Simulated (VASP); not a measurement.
Level of theory: r2SCAN meta-GGA, VASP's PBE PAW potentials (set 64) (plane waves; VASP 6.6.1).

VASP ran on this input.

**POSCAR**
```
SiC
9.6904030
  0.1522847077  -0.2637648270   0.0000000000
  0.1522847077   0.2637648270   0.0000000000
  0.0000000000   0.0000000000   0.5000000027
Si C
2 2
Cartesian
  0.1522847077  -0.0879217848   0.2498015153
  0.1522847077   0.0879217848   0.4998015166
  0.1522847077  -0.0879217848   0.4376984885
  0.1522847077   0.0879217848   0.1876984871
```

INCAR:
```
# general
SYSTEM   =  SiC
PREC     =  Accurate
ENCUT    =  600
LREAL    =  .False.
LASPH    =  .True.

# electronic loop
EDIFF    =  1E-7
NELM     =  100
ALGO     =  Normal
LMIXTAU  =  .True.

# smearing
ISMEAR   =  0
SIGMA    =  0.05

# functional
METAGGA  =  R2SCAN

# ions
ISIF     =  2

# output
LWAVE    =  .False.
LCHARG   =  .False.
```

### KPOINTS
```
K-points
0
gamma
 8 8 4
0 0 0
```

POTCAR, in this order: Si C (PBE.64 set). Program: vasp_std.

### Question
What will the output report for the number of irreducible k-points (NKPTS), number of bands (NBANDS), largest plane-wave count, number of space-group operations, FFT grid (NGX, NGY, NGZ)?

### Answer

- number of irreducible k-points (NKPTS) = 30
- number of bands (NBANDS) = 12
- largest plane-wave count = 1244
- number of space-group operations = 12
- FFT grid (NGX, NGY, NGZ) = 24 × 24 × 40

The compound is SiC in the wurtzite structure, the rare 2H polytype. This cell was strained or had an atom moved on purpose.
